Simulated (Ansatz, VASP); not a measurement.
# Cross-check of Co between VASP and Ansatz, part 2 of 2

Wanted: the spread between two codes on one cell, functional and k mesh. The cell is taken from a series of runs on this material, whose earlier steps may have relaxed, scaled, displaced or heated it; both programs get it as it stands.

VASP 6.6.1 and Ansatz 0.2.0.

So far. Step 2 (Ansatz: single point, r2SCAN, pair 1): The run ends at a pressure of 84.24 GPa.

## (4) Differences

Known differences besides the potentials themselves: VASP starts from the moments at which Ansatz ended; VASP keeps PBE cores, Ansatz makes them for the functional; the data sets hold 68 valence electrons in Ansatz (on its default PAW (the set named soft_2) files) and 36 in VASP; the cutoff is 500 eV in Ansatz and 660 eV in VASP; site moments are counted in spheres of each program's own size. Total energies have different zeros and are not compared.

The two programs side by side:

```csv
quantity,Ansatz,VASP,difference
pressure (GPa),84.24,83.71,+0.53
total moment (μB),6.43,6.42,+0.01
moment on Co2 (μB),1.72,1.62,+0.10
moment on Co4 (μB),1.72,1.62,+0.10
moment on Co1 (μB),1.69,1.59,+0.10
moment on Co3 (μB),1.69,1.59,+0.10
```

## (5) Ansatz: single point, r2SCAN, pair 2

With cell and atoms fixed, the geometry can't cause a difference; cores, projectors, grids and the points listed under the comparison can. The cell compared in this pair holds 36.34 Å³, against 34.20 Å³ for the pair before.

The cell is taken from a series of runs on this material, whose earlier steps may have relaxed, scaled, displaced or heated it; both programs get it as it stands.

The input, input.yaml:

```yaml
crystal:
  lattice:
    - [2.3402847, 0.0, 0.0]
    - [-1.17014235, 2.026746, 0.0]
    - [0.0, 0.0, 7.66172697]
  atoms:
    - { symbol: Co, position: [0.0, 0.0, 0.0], spin: 2.0 }
    - { symbol: Co, position: [0.33333333, 0.66666667, 0.25], spin: 2.0 }
    - { symbol: Co, position: [0.0, 0.0, 0.5], spin: 2.0 }
    - { symbol: Co, position: [0.66666667, 0.33333333, 0.75], spin: 2.0 }
magnetization:
  spin_polarized: true
kpoints:
  mp_grid: { grid: [19, 19, 5] }
hamiltonian:
  xc: r2scan
scf:
  occupations: { method: fermi_dirac, width: 0.1 }
  max_iter: 120
  convergence: { dr2_threshold: 1.0e-08 }
basis:
  ecutwfc: 500.0
output:
  stress: true
```

The run is started by

```
> ansatz run input.yaml --threads 1 --pin off --max-ram 2048MiB --backend cpu --events-out ev --progress --plain --runs-dir out
```

Numbers of over 12 decimals in the logs are rounded to 6 here.

The log of the run:

```text
[...]
Crystal: 4 atoms, lattice volume = 36.341 Å³
Basis set: ecut = 500 eV, 945 PW (Γ), exchange–correlation on 72×72×240 points (64 copies of the dense FFT grid, shifted against one another)
Bands: 46, of which v1, the nominal top of the filled ones, is band 34 counted from 1 (33 counted from 0)
Symmetry: 24 space group operations
[...]
Internal energy: -20525.204067 eV  (E = F + TS)
E sigma→0 (E₀):  -20525.245969 eV
Entropy (-TS):   -0.083804 eV (-20.951 meV/atom)
Fermi energy:    23.163772 eV
[...]
--- Stress (GPa, compression-positive) ---
       54.608361       0.000000      -0.000000
        0.000000      54.608361       0.000000
       -0.000000       0.000000      50.783349
  P = ⅓ Tr σ = 53.3334 GPa (533.334 kbar)
[key lines of the parts left out:]
SCF converged after 19 iterations
Magnetization: 6.6404 μB (37.3202 up, 30.6798 down)
Free energy (F): -20525.287871 eV
```

The run ends at a pressure of 53.33 GPa.

## (6) VASP: single point, r2SCAN, pair 2

The same cell, functional, mesh and smearing now go to VASP, with its own data sets.

The input, INCAR:

```
SYSTEM = Co
PREC = Accurate
ENCUT = 660
EDIFF = 1E-06
NELM = 200
ISMEAR = -1
SIGMA = 0.1
LREAL = .FALSE.
ALGO = Normal
METAGGA = R2SCAN
LASPH = .TRUE.
NBANDS = 31
ISPIN = 2
MAGMOM = 1.75 1.78 1.75 1.78
LMAXMIX = 4
LORBIT = 11
LWAVE = .FALSE.
LCHARG = .FALSE.
ISIF = 2
GGA_COMPAT = .FALSE.
LMIXTAU = .TRUE.
KPAR = 2
```

The input, POSCAR:

```
Co
1.0
    2.3402847000      0.0000000000      0.0000000000
   -1.1701423500      2.0267460000      0.0000000000
    0.0000000000      0.0000000000      7.6617269700
Co
4
Direct
    0.0000000000      0.0000000000      0.0000000000
    0.3333333300      0.6666666700      0.2500000000
    0.0000000000      0.0000000000      0.5000000000
    0.6666666700      0.3333333300      0.7500000000
```

The input, KPOINTS:

```
Automatic mesh
0
Gamma
19 19 5
0 0 0
```

Potentials, in the order of the species: Co (PBE family, release 64).

The run is started by

```
> mpirun -np 2 vasp_std
```

The log of the run:

```text
[banner, memory and clock lines left out]
running    2 mpi-ranks, on    1 nodes
[...]
[... a notice as in an earlier step ...]

 LDA part: xc-table for (None), standard interpolation
 POSCAR, INCAR and KPOINTS ok, starting setup
[...]
entering main loop
       N       E                     dE             d eps       ncg     rms          rms(c)
DAV:   1     0.246976252864E+03    0.24698E+03   -0.18221E+04 15448   0.199E+03
DAV:   2    -0.404067702641E+02   -0.28738E+03   -0.26478E+03 14915   0.349E+02
DAV:   3    -0.609154524568E+02   -0.20509E+02   -0.19395E+02 16329   0.123E+02
DAV:   4    -0.613361659833E+02   -0.42071E+00   -0.41988E+00 18624   0.170E+01
[...]
DAV:  17    -0.520161679018E+02    0.18293E-05   -0.46022E-06 15036   0.415E-02    0.806E-03
DAV:  18    -0.520161664216E+02    0.14802E-05   -0.13988E-06  8546   0.265E-02    0.372E-03
DAV:  19    -0.520161663045E+02    0.11711E-06   -0.94960E-07  8301   0.107E-02
   1 F= -.52016166E+02 E0= -.51973459E+02  d E =-.854141E-01  mag=     6.6232
```

OUTCAR, selected parts (step 6):

```text
  Total       12.2791818     12.2791818     11.4144986      0.0000000      0.0000000      0.0000000
  in kB      541.3589513    541.3589501    503.2371921      0.0000000      0.0000000      0.0000000
  external PRESSURE =     528.6516979 kB  Pullay stress =       0.0000000 kB

 POSITION                                       TOTAL-FORCE (eV/Angst)
 -----------------------------------------------------------------------------------
      0.00000      0.00000      0.00000         0.000000      0.000000     -0.000000
     -0.00000      1.35116      1.91543         0.000000     -0.000000      0.000000
      0.00000      0.00000      3.83086         0.000000      0.000000     -0.000000
      1.17014      0.67558      5.74630        -0.000000      0.000000     -0.000000
 -----------------------------------------------------------------------------------
    total drift:                               -0.000000      0.000000      0.000000

  FREE ENERGIE OF THE ION-ELECTRON SYSTEM (eV)
  ---------------------------------------------------
  free  energy   TOTEN  =       -52.0161663045 eV

  energy  without entropy=      -51.9307522430  energy(sigma->0) =      -51.97345927

 magnetization (x)
# of ion       s       p       d       tot
------------------------------------------
    1       -0.012  -0.080   1.750   1.659
    2       -0.011  -0.082   1.776   1.683
    3       -0.012  -0.080   1.750   1.659
    4       -0.011  -0.082   1.776   1.683
--------------------------------------------------
tot         -0.046  -0.323   7.052   6.683

[... 3 further parts left out ...]
[key lines of the parts left out:]
E-fermi :  13.1643
```

The run ends at a pressure of 52.87 GPa.

## (7) Side by side

What differs besides the data sets and the points named for the pairs above, as far as they apply: the data sets hold 68 valence electrons in Ansatz (on its default PAW (the set named soft_2) files) and 36 in VASP. Total energies have different zeros and are not compared.

The two programs side by side:

```csv
quantity,Ansatz,VASP,difference
pressure (GPa),53.33,52.87,+0.47
total moment (μB),6.64,6.62,+0.02
moment on Co2 (μB),1.78,1.68,+0.10
moment on Co4 (μB),1.78,1.68,+0.10
moment on Co1 (μB),1.75,1.66,+0.09
moment on Co3 (μB),1.75,1.66,+0.09
```

## (8) Ansatz: single point, r2SCAN, pair 3

With cell and atoms fixed, the geometry can't cause a difference; cores, projectors, grids and the points listed under the comparison can.

The cell is taken from a series of runs on this material, whose earlier steps may have relaxed, scaled, displaced or heated it; both programs get it as it stands.

input.yaml, the sections that differ from step 5:

```yaml
crystal:
  lattice:
    - [2.3402847, 0.0, 0.0]
    - [-1.17014235, 2.026746, 0.0]
    - [0.0, 0.0, 7.66172697]
  atoms:
    - { symbol: Co, position: [0.0, 0.0, 0.0], spin: 0.6 }
    - { symbol: Co, position: [0.33333333, 0.66666667, 0.25], spin: 0.6 }
    - { symbol: Co, position: [0.0, 0.0, 0.5], spin: 0.6 }
    - { symbol: Co, position: [0.66666667, 0.33333333, 0.75], spin: 0.6 }
# magnetization, kpoints, hamiltonian, scf, basis, output: as in step 5
```

The run is started by

```
> ansatz run input.yaml --threads 1 --pin off --max-ram 2048MiB --backend cpu --events-out ev --progress --plain --runs-dir out
```

The log of the run:

```text
[...]
Crystal: 4 atoms, lattice volume = 36.341 Å³
Basis set: ecut = 500 eV, 945 PW (Γ), exchange–correlation on 72×72×240 points (64 copies of the dense FFT grid, shifted against one another)
Bands: 43, of which v1, the nominal top of the filled ones, is band 34 counted from 1 (33 counted from 0)
Symmetry: 24 space group operations
[...]
Internal energy: -20525.204067 eV  (E = F + TS)
E sigma→0 (E₀):  -20525.245969 eV
Entropy (-TS):   -0.083804 eV (-20.951 meV/atom)
Fermi energy:    23.163765 eV
[...]
--- Stress (GPa, compression-positive) ---
       54.608349       0.000000      -0.000000
        0.000000      54.608349       0.000000
       -0.000000       0.000000      50.783435
  P = ⅓ Tr σ = 53.3334 GPa (533.334 kbar)
[key lines of the parts left out:]
SCF converged after 19 iterations
Magnetization: 6.6404 μB (37.3202 up, 30.6798 down)
Free energy (F): -20525.287871 eV
```

The run ends at a pressure of 53.33 GPa.

## (9) VASP: single point, r2SCAN, pair 3

The same cell, functional, mesh and smearing now go to VASP, with its own data sets.

INCAR is that of step 6.

POSCAR is that of step 6.

KPOINTS is that of step 6.

The run is started by

```
> mpirun -np 2 vasp_std
```

The log of the run:

```text
[... set-up lines as in an earlier step ...]
 entering main loop
       N       E                     dE             d eps       ncg     rms          rms(c)
[... 19 cycles as in an earlier step ...]
   1 F= -.52016166E+02 E0= -.51973459E+02  d E =-.854141E-01  mag=     6.6232
```

From OUTCAR (step 9):

```text
[... 7 parts as in an earlier step ...]

[... 1 further part left out ...]
[key lines of the parts left out:]
E-fermi :  13.1643
```

The run ends at a pressure of 52.87 GPa.

## (10) Side by side

What differs besides the data sets and the points named for the pairs above, as far as they apply: the data sets hold 68 valence electrons in Ansatz (on its default PAW (the set named soft_2) files) and 36 in VASP. Total energies have different zeros and are not compared.

Both answers:

```csv
quantity,Ansatz,VASP,difference
pressure (GPa),53.33,52.87,+0.47
total moment (μB),6.64,6.62,+0.02
moment on Co2 (μB),1.78,1.68,+0.10
moment on Co4 (μB),1.78,1.68,+0.10
moment on Co1 (μB),1.75,1.66,+0.09
moment on Co3 (μB),1.75,1.66,+0.09
```

## (11) Summary of results

* difference in total moment (single point, r2SCAN, pair 1): 0.0090 μB
* difference in pressure (single point, r2SCAN, pair 1): 0.53 GPa
* difference in total moment (single point, r2SCAN, pair 2): 0.017 μB
* difference in total moment (single point, r2SCAN, pair 3): 0.017 μB

What this shows: The difference in pressure is 0.53 GPa (single point, r2SCAN, pair 1), within the 1 GPa picked in this series as the mark of a large difference. The data sets hold unlike numbers of valence electrons (68 in Ansatz and 36 in VASP), so part of the differences comes from the potentials. How closely two codes agree says nothing of how well the functional describes the real material.

[Lines on the potential files, build, host, timing and source positions are cut from VASP's logs without a mark.]

[Logs are printed without paths, hosts, clocks, repeated set-up lines and the standing remarks that a program may print on its own settings, such as how far it seeks lower states.]

[Hosts, paths, dates, database ids (printed as entryN), source tags and the programs' standing remarks are cut or masked in the printed files.]
